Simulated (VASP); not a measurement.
These are PBEsol GGA, VASP's PBE PAW potentials (set 64) (plane waves; VASP) values and carry that method's errors.

VASP input:

INCAR:
```
ALGO = Normal
EDIFF = 1E-7
ENCUT = 400
GGA = PS
ISIF = 2
ISMEAR = -5
LASPH = .True.
LCHARG = .True.
LORBIT = 11
LREAL = .False.
LWAVE = .False.
NEDOS = 601
NELM = 100
PREC = Accurate
SYSTEM = Cl
```

POSCAR:
```
Cl
1
    0.0000000000     2.1152167576     2.1152167576
    2.1152167576     0.0000000000     2.1152167576
    2.1152167576     2.1152167576     0.0000000000
Cl
1
Direct
  0.0000000000   0.0000000000   0.0000000000
```

### KPOINTS
```
kpoints
0
G
  17 17 17
0 0 0
```

POTCAR, in this order: Cl (PBE.64 set). Program: vasp_std.

The resulting files:

OSZICAR:
```
       N       E                     dE             d eps       ncg     rms          rms(c)
DAV:   1     0.153496493353E+02    0.15350E+02   -0.26477E+03  2408   0.621E+02
DAV:   2    -0.880276145602E+00   -0.16230E+02   -0.15972E+02  3276   0.100E+02
DAV:   3    -0.120616597223E+01   -0.32589E+00   -0.32072E+00  2870   0.157E+01
DAV:   4    -0.120701663070E+01   -0.85066E-03   -0.84883E-03  4046   0.857E-01
DAV:   5    -0.120701684548E+01   -0.21478E-06   -0.21433E-06  2982   0.103E-02    0.523E+00
DAV:   6    -0.120516867499E+01    0.18482E-02   -0.40199E-03  3262   0.461E-01    0.322E+00
DAV:   7    -0.120520245443E+01   -0.33779E-04   -0.46974E-03  2618   0.518E-01    0.129E-01
DAV:   8    -0.120509509031E+01    0.10736E-03   -0.49069E-04  3213   0.154E-01    0.101E-02
DAV:   9    -0.120509533434E+01   -0.24403E-06   -0.22284E-06  3990   0.160E-02    0.403E-03
DAV:  10    -0.120509543874E+01   -0.10439E-06   -0.15733E-07  3416   0.425E-03    0.270E-03
DAV:  11    -0.120509553663E+01   -0.97888E-07   -0.28733E-08  2835   0.161E-03
   1 F= -.12050955E+01 E0= -.12050955E+01  d E =0.000000E+00
```

File OUTCAR:
```
------------------------ aborting loop because EDIFF is reached ----------------------------------------
  FORCE on cell =-STRESS in cart. coord.  units (eV):
  Direction    XX          YY          ZZ          XY          YZ          ZX
  --------------------------------------------------------------------------------------
  Total        0.0062616      0.0062616      0.0062616     -0.0000000      0.0000000     -0.0000000
  in kB        0.5300288      0.5300288      0.5300288     -0.0000000      0.0000000     -0.0000000
  external PRESSURE =       0.5300288 kB  Pullay stress =       0.0000000 kB
  volume of cell :       18.93
      direct lattice vectors                 reciprocal lattice vectors
     0.000000000  2.115216758  2.115216758    -0.236382394  0.236382394  0.236382394
     2.115216758  0.000000000  2.115216758     0.236382394 -0.236382394  0.236382394
     2.115216758  2.115216758  0.000000000     0.236382394  0.236382394 -0.236382394
 POSITION                                       TOTAL-FORCE (eV/Angst)
 -----------------------------------------------------------------------------------
      0.00000      0.00000      0.00000        -0.000000      0.000000     -0.000000
 -----------------------------------------------------------------------------------
    total drift:                               -0.000000      0.000000      0.000000
  FREE ENERGIE OF THE ION-ELECTRON SYSTEM (eV)
  ---------------------------------------------------
  free  energy   TOTEN  =        -1.2050955366 eV

  energy  without entropy=       -1.2050955366  energy(sigma->0) =       -1.20509554

 total charge

# of ion       s       p       d       tot
------------------------------------------
    1        1.634   3.224   0.000   4.859
```
(Selected blocks of OUTCAR.)

For a metal the tetrahedron method with Blöchl corrections gives inexact stress and forces.

The structure was generated: Cl was put into the fcc type (Fm-3m), which need not be its known phase. It was relaxed first, which changed the volume by -11 %.
